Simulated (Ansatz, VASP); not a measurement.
# CO2 in two plane-wave programs, part 2 of 2

Aim: how closely do two programs agree when they are given the same cell, functional and k mesh? The cell is taken from a series of runs on this material, whose earlier steps may have relaxed, scaled, displaced or heated it; both programs get it as it stands.

VASP 6.6.1 and Ansatz 0.2.0.

So far: The starting structure; VASP: zone-centre phonons, PBEsol with D3(BJ).

### 3. Ansatz: zone-centre phonons, PBEsol with D3(BJ)

Level of this step: Ansatz beside VASP: Kohn-Sham DFT, plane waves, PBEsol with D3(BJ) (Ansatz).

Ansatz runs on its default PAW (the set named soft_2) files.

The same cell, functional and mesh now go to Ansatz, which takes its cutoff from its data sets.

input.yaml

```yaml
crystal:
  lattice:
    - [-1.9369244588, 1.9369244588, 2.9603403992]
    - [1.9369244588, -1.9369244588, 2.9603403992]
    - [1.9369244588, 1.9369244588, -2.9603403992]
  atoms:
    - { symbol: C, position: [0.75, 0.25, 0.5] }
    - { symbol: C, position: [0.0, 0.0, 0.0] }
    - { symbol: O, position: [0.7033599074, 0.125, 0.0783599074] }
    - { symbol: O, position: [0.0466400926, 0.625, 0.9216400926] }
    - { symbol: O, position: [0.375, 0.2966400926, 0.4216400926] }
    - { symbol: O, position: [0.875, 0.9533599074, 0.5783599074] }
kpoints:
  mp_grid: { grid: [8, 8, 8] }
hamiltonian:
  xc: pbesol
  dispersion: d3bj
scf:
  occupations: { method: fixed }
output:
  eigenvalues: true
phonons:
  method: dfpt
```

The run is started by

```console
ansatz run input.yaml --threads 8 --pin off --max-ram 14336MiB --backend cpu --events-out ev --progress --plain --runs-dir out
```

Numbers of over 12 decimals in the logs are rounded to 6 here.

The program printed:

```text
Engine: ansatz 0.2.0, aarch64-unknown-linux-gnu
Pseudopotentials: kind: paw
Pseudopotential: C, paw, valence charge 4, recommended cutoff 420 eV (normal), C.paw.azcp
Pseudopotential: O, paw, valence charge 6, recommended cutoff 420 eV (normal), O.paw.azcp
Functional definition: PBEsol
  exchange = pbesol_x
  correlation = pbesol_c
Crystal: 6 atoms, lattice volume = 44.425 Å³
Basis set: ecut = 420 eV, 901 PW (Γ), exchange–correlation on 64×64×64 points (8 copies of the dense FFT grid, shifted against one another)
Bands: 22, of which v1, the nominal top of the filled ones, is band 16 counted from 1 (15 counted from 0)
Symmetry: 8 space group operations
k-points: 260 of 512 (irreducible under 1 space group operation, time reversal used)
Non-local potential: C, projectors of the file, l = 0: 2, l = 1: 2, l = 2: 1
Non-local potential: O, projectors of the file, l = 0: 2, l = 1: 2, l = 2: 1
PAW form: soft (Blöchl's): semilocal exchange-correlation on the pseudo side does not see the compensation charge
PAW frozen core: C, regenerated for the run's functional, and the local potential with it (the file was generated under x = pbe(κ = 0.804, μ = 0.219515), c = pbe(β = 0.066725))
PAW frozen core: O, regenerated for the run's functional, and the local potential with it (the file was generated under x = pbe(κ = 0.804, μ = 0.219515), c = pbe(β = 0.066725))
PAW one-centre angular grid: C, 110 points (default); XC on 64 Gauss nodes
PAW one-centre angular grid: O, 110 points (default); XC on 64 Gauss nodes
Initial density: superposition of atomic densities (neutral atoms: chi_scale 0, normalization atom), corrected by the library's trained network
Initial wavefunctions: pseudopotential atomic-orbital guess
Functional: x = pbesol(κ = 0.804, μ = 0.123457), c = pbesol(β = 0.046)
SCF iter   1: F=—  HF=-2733.103204 eV  |F-HF|=—  |Δ(HF+E_count)|=         —  Δρ=1.05e-2  dr2=3.09e-2  ethr=1.77e-3  ⟨swp⟩=5.0  Hψ=21839  notcnv=0  defer=1016
preconditioner: auto → none  [insulator: Δε(μ)=7.617 eV  Ē_g=19.355 eV  n_scr=14 (ndim 8)  ℏωp=31.5 eV  f_vac=0.020  ε∞_Penn≈3.7]
SCF iter   2: F=—  HF=-2733.094336 eV  |F-HF|=—  |Δ(HF+E_count)|=   8.87e-3  Δρ=2.79e-3  dr2=1.95e-3  ethr=9.66e-5  ⟨swp⟩=2.9  Hψ=12229  notcnv=0  defer=1037
SCF iter   3: F=—  HF=-2733.094289 eV  |F-HF|=—  |Δ(HF+E_count)|=   4.69e-5  Δρ=1.20e-3  dr2=2.89e-4  ethr=6.11e-6  ⟨swp⟩=2.0  Hψ=9324  notcnv=0  defer=1037
SCF iter   4: F=—  HF=-2733.094342 eV  |F-HF|=—  |Δ(HF+E_count)|=   5.31e-5  Δρ=4.13e-4  dr2=1.54e-5  ethr=9.03e-7  ⟨swp⟩=2.0  Hψ=8338  notcnv=0  defer=840
SCF iter   5: F=—  HF=-2733.094378 eV  |F-HF|=—  |Δ(HF+E_count)|=   3.58e-5  Δρ=3.89e-5  dr2=1.88e-7  ethr=4.82e-8  ⟨swp⟩=2.3  Hψ=9476  notcnv=0  defer=492
SCF iter   6: F=—  HF=-2733.094378 eV  |F-HF|=—  |Δ(HF+E_count)|=   3.35e-8  Δρ=5.39e-6  dr2=3.79e-9  ethr=5.86e-10  ⟨swp⟩=2.1  Hψ=8305  notcnv=0  defer=492
SCF iter   7: F=-2733.094378 eV  HF=-2733.094378 eV  |F-HF|=4.55e-12  |Δ(HF+E_count)|=   7.03e-9  Δρ=3.54e-7  dr2=3.12e-11  ethr=1.00e-12  ⟨swp⟩=11.3  Hψ=39608  notcnv=0
SCF 1 converged in 7 iterations: F = -2733.094378 eV  dr2 = 3.12e-11
  greatest PAW one-centre occupation: 0.865 electrons in one spin orbital (limit 2), on the O atom at site 5 (counted from 0), in its partial waves of l = 0
DFPT response loops at Γ: preconditioner auto → none (the input reference at scf.mixing.eps_inf says where Resta's filter doesn't serve); β = 0.50; Broyden in place of MSR1
SCF converged after 7 iterations
Free energy (F): -2733.094378 eV
Harris-Foulkes:  -2733.094378 eV  (|F-HF|=4.55e-12)
Internal energy: -2733.094378 eV  (E = F + TS)
E sigma→0 (E₀):  -2733.094378 eV
Fermi energy:    5.696055 eV
--- Per-component energies (eV) ---
  E_band       = -97.791360
  E_kinetic    = 884.118637
  E_local      = -1694.907101  (includes V_loc(G=0)·N_el)
  E_nonlocal   = 246.236661
  E_hartree    = 557.130781
  E_xc         = -384.141742
  E_vxc        = -489.234662  (∫ρ·V_xc dr)
  E_paw        = -801.681723  (= ΣΔE_a)
  E_vpaw       = -158.276484  (= ΣTr[D̂ρ^β])
  E_aug_tail   = 0.010114  (compensation charges beyond the density's cutoff)
  E_ewald      = -1539.622646
  E_disp       = -0.420712  (pairwise vdW)
  E_core_change = 0.183353  (= ΣΔE_core)
  E_smearing   = -0.000000  (= −TS)
  E_closure    = 0.000000  (closes the sum)
  Σ components = -2733.094378   (vs F -2733.094378, Δ=0.00e0)
--- Band table (eV; the first three rows and the last of 260) ---
  k-point 0: bands = [... 12 lower, 4.3138, 4.8470, 4.8470, 5.3097, 13.3578, 15.3432, 15.3432, 15.4039, ... 2 higher]
  k-point 1: bands = [... 12 lower, 4.4498, 4.5469, 4.7418, 5.1223, 13.5735, 15.3354, 15.4764, 15.7553, ... 2 higher]
  k-point 2: bands = [... 12 lower, 4.4610, 4.5198, 4.8060, 5.0132, 13.9626, 15.2809, 16.0010, 16.1035, ... 2 higher]
  k-point 259: bands = [... 12 lower, 2.7625, 2.7625, 5.6586, 5.6586, 14.6678, 14.6678, 16.7605, 16.7605, ... 2 higher]
--- Phonons (Γ-DFPT): 5 representative perturbations + reference, on 260 of 512 k-points (Σ response iterations 17) ---
  k mesh reduced under 1 symmetry operation, with k and −k counted as one. Each operation leaves every solved perturbation unchanged. A smaller set is not used because it would not reduce the number of displacements times k-points to solve
  ASR residual: 1.627e-4 → 0.000e0 eV/Å²; symmetrization residual: 1.453e-6 eV/Å²
  pairwise dispersion correction: d3bj (s6 = 1.0, s8 = 2.9491, a1 = 0.4466, a2_bohr = 6.1742), with the weights of each atom's references fixed at the reference crystal's, and the forces and stress that the weights' published response gives there kept as a pressure on the atom's counted neighbours (hamiltonian.dispersion)
  ASR residual per site (eV/Å²): 5.97e-5 5.97e-5 1.63e-4 1.63e-4 1.63e-4 1.63e-4
  Γ frequencies (cm⁻¹): 0.00 0.00 0.00 355.89 355.89 543.74 660.21 694.83 799.49 856.47 856.47 904.67 904.67 922.50 1077.36 1077.36 1087.06 1107.07
  non-analytic LO–TO correction: not included (Born effective charges unavailable; polar crystals: no LO–TO splitting at Γ)
```

In the SCF lines HF is the Harris–Foulkes energy and dr2 the Hartree energy of the density residual, in eV; the loop may stop once dr2 is under the threshold and the program's other checks hold. Hψ counts applications of the Hamiltonian.

### 4. Comparison

Known differences besides the potentials themselves: fixed occupations in Ansatz, narrow Gaussian smearing in VASP; the cutoff is 420 eV in Ansatz and 600 eV in VASP; Ansatz makes its cores anew for this functional, VASP keeps those of its PBE data sets; Ansatz takes the dispersion share of the force constants at frozen C6 weights, VASP differentiates the full forces; VASP uses finite displacements, Ansatz perturbation theory. Total energies have different zeros and are not compared.

Compared:

```tsv
quantity	Ansatz	VASP	difference
optical mode 1 to 2 (cm⁻¹)	355.9	352.4	+1.00 %
optical mode 3 (cm⁻¹)	543.7	541.1	+0.48 %
optical mode 4 (cm⁻¹)	660.2	656.2	+0.61 %
optical mode 5 (cm⁻¹)	694.8	691.3	+0.52 %
optical mode 6 (cm⁻¹)	799.5	794.5	+0.63 %
optical mode 7 to 8 (cm⁻¹)	856.5	851.9	+0.54 %
optical mode 9 to 10 (cm⁻¹)	904.7	931.6	-2.89 %
optical mode 11 (cm⁻¹)	922.5	944.5	-2.32 %
optical mode 12 to 13 (cm⁻¹)	1077.4	1080.7	-0.31 %
optical mode 14 (cm⁻¹)	1087.1	1095.7	-0.79 %
optical mode 15 (cm⁻¹)	1107.1	1112.4	-0.48 %
```

Modes are paired by rising frequency, not by their patterns, so a pair may set unlike modes beside each other; they are those without the splitting of longitudinal modes.

### 5. Outcome

| Property | Result |
| --- | --- |
| r.m.s. difference of the optical zone-centre modes, each program's sorted by frequency (zone-centre phonons, PBEsol with D3(BJ)) | 12 cm⁻¹ |
| difference in optical mode 9 to 10 (zone-centre phonons, PBEsol with D3(BJ)) | -2.9 % |

The r.m.s. difference of the optical zone-centre modes, each program's sorted by frequency is 12 cm⁻¹ (zone-centre phonons, PBEsol with D3(BJ)). Among the rows given in per cent, the largest difference of the zone-centre phonons, PBEsol with D3(BJ) pair is in optical mode 9 to 10, -2.9 %. How closely two codes agree says nothing of how well the functional describes the real material.

[Lines on the potential files, build, host, timing and source positions are cut from VASP's logs without a mark.]

[Logs are printed without paths, hosts, clocks, repeated set-up lines and the standing remarks that a program may print on its own settings, such as how far it seeks lower states.]

[Hosts, paths, dates, database ids (printed as entryN), source tags and the programs' standing remarks are cut or masked in the printed files.]
